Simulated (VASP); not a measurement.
```xyz
3
Lattice="2.1152 1.2212 6.4127 -2.1152 1.2212 6.4127 0.0000 -2.4424 6.4127" Properties=species:S:1:pos:R:3 pbc="T T T"
Sn     0.0000     0.0000     0.0000
Te     0.0000     0.0000     4.8480
Te     0.0000     0.0000    14.3901
```

All values below come from PBE GGA, VASP's PBE PAW potentials (set 64) (plane waves; VASP). Run with 300 eV cut-off, 5×5×5 Γ-centred mesh, Gaussian smearing of 0.10 eV, potentials Sn_d Te.

At this cut-off the stress carries a Pulay error, which pulls relaxed volumes low.

**Question.** Give the force on each atom (eV/Å).

**Answer.** 
```json
[
 {"atom": "Sn1", "Fx": "0.000", "Fy": "0.000", "Fz": "0.000"},
 {"atom": "Te2", "Fx": "0.000", "Fy": "0.000", "Fz": "-1.286"},
 {"atom": "Te3", "Fx": "0.000", "Fy": "0.000", "Fz": "1.286"}
]
```

**Question.** Give the stress tensor in GPa (positive for a compressed cell).

**Answer.** 
```
3.60  0.00  0.00
0.00  3.60  0.00
0.00  0.00  5.30
```
The pressure is its mean diagonal, 4.17 GPa.

The structure was generated: SnTe2 was put into an ordered model structure, which need not be its known phase. The cell was not relaxed at this level. The k-mesh is coarse (spacing up to 0.35 per Å, 2π included), so the numbers may not be converged in it.
